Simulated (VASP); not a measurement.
Energy against volume of KMgF$_{3}$ (cubic perovskite). Method: MS2 meta-GGA, VASP's PBE PAW potentials (set 64) (plane waves; VASP 6.6.1). Run with 520 eV cut-off, 6×6×6 Γ-centred mesh, Gaussian smearing of 0.050 eV, potentials K_sv Mg F.

```
V (Å³/atom)  E (eV/atom)
-----------  -----------
12.273          -8.21983
12.653          -8.22319
13.033          -8.22101
13.412          -8.21424
```

Fit these four points and predict the energy of the run at 11.894 Å³/atom.

A cubic in V^(−2/3), the third-order Birch-Murnaghan form, passes through the four points with V0 = 12.68 Å³/atom and B0 = 77 GPa, and gives -8.2098 eV/atom there. The run gave -8.2101 eV/atom, -0.2 meV/atom from the fit; all five points give B0 = 76 GPa.

The compound is KMgF3 in the cubic perovskite structure. It was relaxed first.
